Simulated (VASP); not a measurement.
```
Y
1.0
    3.65000     0.00000     0.00000
   -1.82500     3.16099     0.00000
    0.00000     0.00000     5.73000
Y
2
Direct
  0.66667   0.33333   0.75000
  0.33333   0.66667   0.25000
```

The numbers are results of PBEsol GGA, VASP's PBE PAW potentials (set 64) (plane waves; VASP 6.6.1), not measurements. Run with 480 eV cut-off, 10×10×6 Γ-centred mesh, first-order Methfessel-Paxton smearing of 0.10 eV, potentials Y_sv.

Energy and stress use the plane-wave basis of the starting cell.

Task: The ions, cell shape and volume are relaxed. Give the cell that the relaxation ends in.

Result: 
```
Y
1.0
    3.60414     0.00000     0.00000
   -1.80207     3.12127     0.00000
    0.00000     0.00000     5.54815
Y
2
Direct
  0.66667   0.33333   0.75000
  0.33333   0.66667   0.25000
```
Space group P6_3/mmc (194), at a tolerance of 0.03 Å.

Task: How do energy and volume change from the first to the last step?

Result: The energy (σ→0) changes by -15.2 meV/atom and the volume by -5.6 %, in 5 ionic steps.

The compound is Y in the hcp structure. This run relaxes it. Symmetry was kept, so distortions that lower it aren't found.
